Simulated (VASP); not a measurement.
SrO (relaxed from the rock salt structure, space group Fm-3m) relaxed at rising pressure, in one space group throughout; other phases were not tried. The pressures are those reached. Method: PBEsol GGA, VASP's PBE PAW potentials (set 64) (plane waves; VASP).

```
P (GPa)  V (Å³/atom)  k-mesh
-------  -----------  ------
-0.16         16.924   9×9×9
5.01          16.108   9×9×9
10.00         15.487   9×9×9
19.82         14.549   9×9×9
29.99         13.817   9×9×9
```

A change of mesh leaves a small step in the series.

### Question
Fit an equation of state and predict the volume at 44.91 GPa.

### Answer
Least squares on the third-order Birch-Murnaghan form, P = (3B0/2)(y⁷ − y⁵)[1 + (3/4)(B′ − 4)(y² − 1)] with y = (V0/V)^(1/3), gives V0 = 16.895 Å³/atom, B0 = 94 GPa and B′ = 4.5, and so 13.002 Å³/atom. The run gave 13.000 Å³/atom, -0.0 % from the fit.

Pressures at which the relaxation failed are left out.

The structure was generated: SrO was put into the rock salt type (Fm-3m), which need not be its known phase.
